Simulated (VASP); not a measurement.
These are PBE GGA, VASP's PBE PAW potentials (set 64) (plane waves; VASP) values and carry that method's errors.

The input files of a VASP run:

**POSCAR**
```
HfB2
5.5467250
  0.0000000000   0.6950923293   0.7189204440
  0.4035808518   0.0000000000   0.7189204440
  0.4035808518   0.6950923293   0.0000000000
B Hf
4 2
Cart
  0.4035808518   0.9223875209   0.7189204440
  0.4035808518   0.4677971376   0.7189204440
  0.6053712776   0.8153433022   1.0783806661
  0.6053712776   1.2699336856   1.0783806661
  0.0000000000   0.0000000000   0.0000000000
  0.2017904259   0.3475461646   0.3594602220
```

### INCAR
```
SYSTEM = HfB2
PREC = Accurate
ENCUT = 400
EDIFF = 1E-6
NELM = 100
ALGO = Normal
LREAL = .FALSE.
LASPH = .TRUE.
ISMEAR = -1
SIGMA = 0.136
GGA = PE
LMAXMIX = 6
LWAVE = .FALSE.
LCHARG = .FALSE.
ISIF = 2
```

KPOINTS:
```
Automatic mesh
0
G
 5 5 5
```

POTCAR, in this order: B Hf_pv (PBE.64 set). Program: vasp_std.

What VASP printed:

OSZICAR:
```
       N       E                     dE             d eps       ncg     rms          rms(c)
DAV:   1     0.858708651295E+02    0.85871E+02   -0.14522E+04  1112   0.123E+03
DAV:   2    -0.384437743289E+02   -0.12431E+03   -0.11795E+03  1336   0.281E+02
DAV:   3    -0.442889781098E+02   -0.58452E+01   -0.55526E+01  1408   0.435E+01
DAV:   4    -0.443872553722E+02   -0.98277E-01   -0.97480E-01  1340   0.563E+00
DAV:   5    -0.443888125905E+02   -0.15572E-02   -0.15553E-02  1332   0.634E-01    0.867E+01
DAV:   6    -0.426095679716E+02    0.17792E+01   -0.62272E+00  1232   0.115E+01    0.572E+01
DAV:   7    -0.425427150282E+02    0.66853E-01   -0.12800E+00  1412   0.657E+00    0.472E+00
DAV:   8    -0.425020149928E+02    0.40700E-01   -0.24551E-01  1224   0.252E+00    0.122E+00
DAV:   9    -0.425008079609E+02    0.12070E-02   -0.11150E-02  1284   0.703E-01    0.110E+00
DAV:  10    -0.425007971754E+02    0.10786E-04   -0.58336E-04  1296   0.145E-01    0.193E-01
DAV:  11    -0.425007996049E+02   -0.24296E-05   -0.19091E-05  1340   0.283E-02    0.576E-02
DAV:  12    -0.425007981731E+02    0.14318E-05   -0.35626E-06  1172   0.116E-02    0.206E-02
DAV:  13    -0.425007983881E+02   -0.21495E-06   -0.24768E-07   732   0.345E-03
   1 F= -.42500798E+02 E0= -.42370844E+02  d E =-.259909E+00
```

OUTCAR:
```
------------------------ aborting loop because EDIFF is reached ----------------------------------------
  FORCE on cell =-STRESS in cart. coord.  units (eV):
  Direction    XX          YY          ZZ          XY          YZ          ZX
  --------------------------------------------------------------------------------------
  Total        0.9199268      1.2861759      7.3695638      0.0000000      0.0000000      0.0000000
  in kB       21.4126339     29.9376133    171.5373055      0.0000000      0.0000000      0.0000000
  external PRESSURE =      74.2958509 kB  Pullay stress =       0.0000000 kB
  volume of cell :       68.83
      direct lattice vectors                 reciprocal lattice vectors
     0.000000000  3.855486000  3.987654000    -0.223358671  0.129685337  0.125387007
     2.238552000  0.000000000  3.987654000     0.223358671 -0.129685337  0.125387007
     2.238552000  3.855486000  0.000000000     0.223358671  0.129685337 -0.125387007
 POSITION                                       TOTAL-FORCE (eV/Angst)
 -----------------------------------------------------------------------------------
      2.23855      5.11623      3.98765         0.000000     -0.531196      0.000000
      2.23855      2.59474      3.98765         0.000000      0.531196      0.000000
      3.35783      4.52249      5.98148        -0.000000      0.531196      0.000000
      3.35783      7.04397      5.98148        -0.000000     -0.531196      0.000000
      0.00000      0.00000      0.00000         0.000000     -0.000000     -0.000000
      1.11928      1.92774      1.99383        -0.000000     -0.000000     -0.000000
 -----------------------------------------------------------------------------------
    total drift:                                0.000000      0.000000      0.000000
  FREE ENERGIE OF THE ION-ELECTRON SYSTEM (eV)
  ---------------------------------------------------
  free  energy   TOTEN  =       -42.5007983881 eV

  energy  without entropy=      -42.2408890225  energy(sigma->0) =      -42.37084371
```
(Selected blocks of OUTCAR.)

At this cut-off the stress carries a Pulay error, which pulls relaxed volumes low.

The structure was generated: HfB2 was put into an ordered model structure, which need not be its known phase. The cell was not relaxed at this level. The k-mesh is coarse (spacing up to 0.36 per Å, 2π included), so the numbers may not be converged in it. The run is one of a series of settings (KPOINTS 5×5×5 Γ-centred mesh against the base run), some of them coarse on purpose.
